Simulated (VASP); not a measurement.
Input:

```
CELL_PARAMETERS angstrom
      3.98971     0.00000     0.00000
     -1.99486     3.45519     0.00000
      0.00000     0.00000     5.91295
ATOMIC_POSITIONS crystal
  Ag 0.00000 0.00000 0.00000
  Ag 0.00000 0.00000 0.50000
  Cl 0.33333 0.66667 0.25000
  Cl 0.66667 0.33333 0.75000
```

All values below come from PBEsol GGA, VASP's PBE PAW potentials (set 64) (plane waves; VASP). Numerical set-up: 400 eV cut-off, 7×7×4 Γ-centred mesh, tetrahedra with Blöchl corrections, potentials Ag Cl.

The cores are frozen, which limits the accuracy of field gradients.

Problem. Give the principal components of the electric field gradient (V/Å²) and the asymmetry η at each nucleus.

Solution. 
```json
[
 {"atom": "Ag1", "Vxx": "-1.4", "Vyy": "-1.3", "Vzz": "2.7", "η": "0.00"},
 {"atom": "Ag2", "Vxx": "-1.4", "Vyy": "-1.3", "Vzz": "2.7", "η": "0.00"},
 {"atom": "Cl3", "Vxx": "15.5", "Vyy": "15.5", "Vzz": "-31.1", "η": "0.00"},
 {"atom": "Cl4", "Vxx": "15.5", "Vyy": "15.5", "Vzz": "-31.1", "η": "0.00"}
]
```

The structure was generated: AgCl was put into the NiAs type type (P6_3/mmc), which need not be its known phase. It was relaxed first, which changed the volume by +11 %.
